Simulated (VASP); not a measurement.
The system is RuF2.

```
Ru F
1.0
     1.47662    0.85253    4.46437
    -1.47662    0.85253    4.46437
     0.00000   -1.70505    4.46437
Ru F
1 2
Direct
  0.00000 0.00000 0.00000
  0.25200 0.25200 0.25200
  0.74800 0.74800 0.74800
```

The cell was built by a generator and needn't be a form met in nature.

Program: VASP 6.6.1. Alike in all runs: task single point; potentials or basis VASP PAW PBE potentials, release 64 (Ru_pv, F); cell as given; k mesh 7 × 7 × 7; cutoff (eV) 520; smearing gaussian 0.05 eV.

Problem. Order these runs on this cell by their band gap on the k mesh, lowest first.
A. level r2SCAN+U; spin off; U Ru d U = 5 eV
B. level PBEsol+U; spin collinear, random start; U Ru d U = 8 eV
C. level PBEsol; spin collinear, random start

Solution. C (0.68 eV), A (4.37 eV), B (4.67 eV).

Caveats: an odd mesh through Γ misses points on the zone boundary, where band edges often lie.

Not every run made on this cell is shown here.
